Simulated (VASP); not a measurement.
Crystal: ScC8.

```xyz
9
Lattice="-2.9061 2.9061 2.9061 2.9061 -2.9061 2.9061 2.9061 2.9061 -2.9061" Properties=species:S:1:pos:R:3 pbc="T T T"
Sc    0.0000    0.0000    0.0000
C     1.8131    1.8131    1.8131
C     1.0930    1.0930   -1.0930
C     1.0930   -1.0930    1.0930
C    -1.0930    1.0930    1.0930
C     1.8131    1.8131   -1.8131
C     1.0930    1.0930    1.0930
C     1.8131   -1.8131    1.8131
C    -1.8131    1.8131    1.8131
```

The cell was built by a generator and needn't be a form met in nature.

The cell isn't the ideal one: random cell by space group and Wyckoff sites (Im-3m, No. 229).

| Quantity | Value |
| --- | --- |
| Program | VASP 6.6.1 |
| Task | relaxation of cell and atoms |
| Functional | PBE |
| Potentials or basis | VASP PAW PBE potentials, release 64 (Sc_sv, C) |
| Cutoff | 600 eV |
| k mesh | 4 × 4 × 4 |
| Occupations | gaussian, width 0.1 eV |
| Spin | no spin polarisation |

At the start: pressure 50.5 GPa; volume 10.91 Å³/atom.

Q: How do energy, volume and symmetry change on relaxing?

A: Over 12 steps the energy falls by 588.2 meV/atom and the volume is 16.03 Å³/atom (+46.9 %); space group Im-3m (No. 229, to 0.05 Å).

The path:
| step | energy change (eV) | largest force (eV/Å) | pressure (GPa) | volume (Å³) |
| --- | --- | --- | --- | --- |
| 1 | 0.0000 | 0.2615 | 50.53 | 98.17 |
| 2 | -3.6640 | 5.0917 | -11.00 | 155.61 |
| 3 | -4.3655 | 4.0734 | -0.75 | 133.57 |
| 4 | 7.7420 | 32.8974 | 37.59 | 159.07 |
| 5 | -5.1318 | 1.5243 | 1.38 | 136.56 |
| 6 | -5.2234 | 0.6256 | 2.06 | 137.74 |
| 7 | -5.2524 | 0.3402 | 2.90 | 138.92 |
| 8 | -5.2524 | 0.2482 | 2.81 | 138.81 |
| 9 | -5.2931 | 0.1269 | -0.43 | 144.91 |
| 10 | -5.2939 | 0.0830 | -0.07 | 144.12 |
| 11 | -5.2916 | 0.2674 | 0.19 | 144.68 |
| 12 | -5.2941 | 0.0035 | -0.02 | 144.25 |

Final structure:
```yaml
crystal:
  lattice:
    - [-3.30387, 3.30387, 3.30387]
    - [3.30387, -3.30387, 3.30387]
    - [3.30387, 3.30387, -3.30387]
  atoms:
    - { symbol: Sc, position: [0.00000, 0.00000, 0.00000] }
    - { symbol: C, position: [0.61252, 0.61252, 0.61252] }
    - { symbol: C, position: [0.00000, 0.00000, 0.38748] }
    - { symbol: C, position: [0.00000, 0.38748, 0.00000] }
    - { symbol: C, position: [0.38748, 0.00000, 0.00000] }
    - { symbol: C, position: [0.00000, 0.00000, 0.61252] }
    - { symbol: C, position: [0.38748, 0.38748, 0.38748] }
    - { symbol: C, position: [0.00000, 0.61252, 0.00000] }
    - { symbol: C, position: [0.61252, 0.00000, 0.00000] }
```

Caveat: the k mesh is coarse (spacing up to 0.38 Å⁻¹), so the values aren't converged; the standard files for N, O and F lose accuracy on very short bonds; the volume moved by over 15 % at a fixed basis, so the end points are rough.
